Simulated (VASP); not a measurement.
# Sn: structure and properties in VASP, part 2 of 2

Aim: relax Sn with r2SCAN, compute its properties on that cell and hold them against experiment. The start is a cell from a database of measured crystal structures.

VASP 6.6.1; r2SCAN; plane waves and PAW (Sn_d).

Still holding for the runs below: The k-mesh is coarse for a metal.

So far. Step 9 (Volume scan with r2SCAN (run 2)): The pressure falls from 3.69 to 2.25 GPa. Step 9 (Volume scan with r2SCAN (run 2)): The run ends at a pressure of 2.25 GPa.

The database entry behind the starting cell differs from later determinations by our own check (about 0.15 % long, nanocrystals), so it need not match the best structure at ambient conditions.

### 10. Volume scan with r2SCAN (run 3)

INCAR reads:

```
SYSTEM = Sn
PREC = Accurate
ENCUT = 400
EDIFF = 1E-06
NELM = 100
ISMEAR = 1
SIGMA = 0.2
LREAL = .FALSE.
ALGO = Normal
METAGGA = R2SCAN
LASPH = .TRUE.
NBANDS = 20
LORBIT = 11
LWAVE = .FALSE.
LCHARG = .FALSE.
KPAR = 2
ISIF = 2
```

POSCAR reads:

```
Sn
1.0
   -2.8850776975      2.8850776975      1.6274057041
    2.8850776975     -2.8850776975      1.6274057041
    2.8850776975      2.8850776975     -1.6274057041
Sn
2
Direct
    0.0000000000      0.0000000000      0.0000000000
    0.7500000000      0.2500000000      0.5000000000
```

KPOINTS reads:

```
Automatic mesh
0
Gamma
8 8 8
0 0 0
```

The projector-augmented-wave data sets are Sn_d (PBE family, release 64).

Command:

```
mpirun -np 2 vasp_std
```

Elapsed: 55 s, on 2 MPI ranks of Intel Xeon 6975P-C (Granite Rapids), shared host; peak memory 0.33 GiB.

The pressure falls from 2.25 to 1.16 GPa.

The run ends at a pressure of 1.16 GPa.

### 11. Volume scan with r2SCAN (run 4)

INCAR is that of step 10.

POSCAR reads:

```
Sn
1.0
   -2.9045720571      2.9045720571      1.6384020222
    2.9045720571     -2.9045720571      1.6384020222
    2.9045720571      2.9045720571     -1.6384020222
Sn
2
Direct
    0.0000000000      0.0000000000      0.0000000000
    0.7500000000      0.2500000000      0.5000000000
```

KPOINTS is that of step 10.

Command:

```
mpirun -np 2 vasp_std
```

Elapsed: 56 s, on 2 MPI ranks; peak memory 0.34 GiB.

The pressure falls from 1.16 to 0.00 GPa.

The run ends at a pressure of 0.00 GPa.

### 12. Volume scan with r2SCAN (run 5)

INCAR is that of step 11.

POSCAR reads:

```
Sn
1.0
   -2.9238081942      2.9238081942      1.6492526829
    2.9238081942     -2.9238081942      1.6492526829
    2.9238081942      2.9238081942     -1.6492526829
Sn
2
Direct
    0.0000000000      0.0000000000      0.0000000000
    0.7500000000      0.2500000000      0.5000000000
```

KPOINTS is that of step 11.

Command:

```
mpirun -np 2 vasp_std
```

It took 52 s on 2 MPI ranks; peak memory 0.34 GiB; 1.7 min of CPU time.

The pressure falls from 0.00 to -1.03 GPa.

The run ends at a pressure of -1.03 GPa.

### 13. Volume scan with r2SCAN (run 6)

INCAR is that of step 12.

POSCAR reads:

```
Sn
1.0
   -2.9427944937      2.9427944937      1.6599624160
    2.9427944937     -2.9427944937      1.6599624160
    2.9427944937      2.9427944937     -1.6599624160
Sn
2
Direct
    0.0000000000      0.0000000000      0.0000000000
    0.7500000000      0.2500000000      0.5000000000
```

KPOINTS is that of step 12.

Command:

```
mpirun -np 2 vasp_std
```

Elapsed: 53 s, on 2 MPI ranks; peak memory 0.34 GiB.

The pressure falls from -1.03 to -1.95 GPa.

The run ends at a pressure of -1.95 GPa.

### 14. Volume scan with r2SCAN (run 7)

A prediction first. A parabola through the 6 pressures of evenly scaled cells so far, P = -0.01 -53.3 t +96 t² GPa with t = ln(V/V₁) and V₁ the volume at scale 1, gives -2.79 GPa at t = +0.0583.

INCAR is that of step 13.

POSCAR reads:

```
Sn
1.0
   -2.9615389131      2.9615389131      1.6705357101
    2.9615389131     -2.9615389131      1.6705357101
    2.9615389131      2.9615389131     -1.6705357101
Sn
2
Direct
    0.0000000000      0.0000000000      0.0000000000
    0.7500000000      0.2500000000      0.5000000000
```

KPOINTS is that of step 13.

Command:

```
mpirun -np 2 vasp_std
```

The job ended after 66 s (2 MPI ranks; peak memory 0.35 GiB; 2.2 min of CPU time).

The pressure falls from -1.95 to -2.76 GPa. The parabola predicted -2.79 GPa, -0.02 GPa off.

### 15. Side by side

Times are for 2 MPI ranks of Intel Xeon 6975P-C (Granite Rapids), shared host. Results by setting:

```tsv
no.	volume scale	energy above the lowest point (meV/atom)	pressure (GPa)	time	memory (GiB)
1	0.94	20.42	3.692	37 s	0.33
2	0.96	9.08	2.249	39 s	0.33
3	0.98	2.4	1.162	55 s	0.33
4	1	0	0.001271	56 s	0.34
5	1.02	1.42	-1.034	52 s	0.34
6	1.04	6.22	-1.952	53 s	0.34
7	1.06	14.07	-2.765	66 s	0.35
```

### 16. Fit for r2SCAN

This step: Birch-Murnaghan fit, r2SCAN; plane waves and PAW (VASP 6.6.1).

No new run; the numbers come from the runs before.

Numbers from this step:

```
pressure derivative of the bulk modulus : 4.453
r.m.s. error of the fit                 : 1.31e-5 eV/atom
minimum inside the sampled range        : yes
bulk modulus                            : 54.46 GPa
equilibrium volume of the fit           : 27.71 Å³/atom
```

Energy above the fitted minimum against volume:

```tsv
volume (Å³/atom)	energy above the fitted minimum (eV/atom)
25.99	0.0204
26.54	0.00910
27.09	0.00241
27.64	1.5e-5
28.20	0.00143
28.75	0.00623
29.30	0.0141
```

The fitted volume lies +0.23 % from the relaxed one. At a finite cutoff and mesh the minimum of the energy and the zero of the stress don't quite coincide, and the relaxation stops at a threshold.

### 17. What came out

| Quantity | Value |
| --- | --- |
| relaxed volume | 27.64 Å³/atom |
| relaxed conventional cell a, b, c | 5.809, 5.809, 3.277 Å |
| space group after relaxing, within 0.02 Å | I4_1/amd (No. 141) |
| band gap | none, a metal |
| DOS at the Fermi level | 0.874 states/eV/cell |
| highest zone-centre mode | 134 cm⁻¹ |
| bulk modulus from the fit | 54.5 GPa |
| volume from the fit | 27.7 Å³/atom |

**Reading.** With r2SCAN, Sn relaxes to 27.64 Å³/atom in space group I4_1/amd (held by the symmetry of the run), comes out as a metal and has a bulk modulus of 54.5 GPa at fixed shape and positions, an upper bound. Against the listed cell the volume lies +1.7 % (a -0.5 %, c +2.8 %). Band structure (r2SCAN): Of the bands kept, 4 cross the Fermi level on this path. Vibrations at Γ (r2SCAN): The highest mode in this list at Γ lies at 133.7 cm⁻¹. Spin-orbit coupling is left out, and with elements this heavy it would split and shift bands near the Fermi level. The k-sampling is coarse for a metal, so the Fermi level, pressures and the shape of the cell carry errors. Modes at Γ alone can't show that the crystal is stable at other wave vectors. No search among competing phases was made. All values are for a static lattice at zero temperature.

Comparison with the measured values:

| quantity | measured | r2SCAN |
| --- | --- | --- |
| lattice constant c (Å) | 3.182 | 3.277 (+3.0 %) |

Measured values from arxiv:1310.3080 (2013).

**Verdict.** The lattice constant c is off by +3.0 %: a clear miss. The grades are ours: good and fair within 0.8 and 2 % for the lattice constant c. For lattice constants the calculation has a static lattice, without zero-point motion or thermal expansion. As a rule both would widen the computed cell, so the excess over experiment is if anything larger than shown.

[Lines on the potential files, build, host, timing and source positions are cut from VASP's logs without a mark.]

[Logs are printed without paths, hosts, clocks, repeated set-up lines and the standing remarks that a program may print on its own settings, such as how far it seeks lower states.]

[Hosts, paths, dates, database ids (printed as entryN), source tags and the programs' standing remarks are cut or masked in the printed files.]

[A measured line is paired with the nearest computed mode of its activity, which favours agreement.]
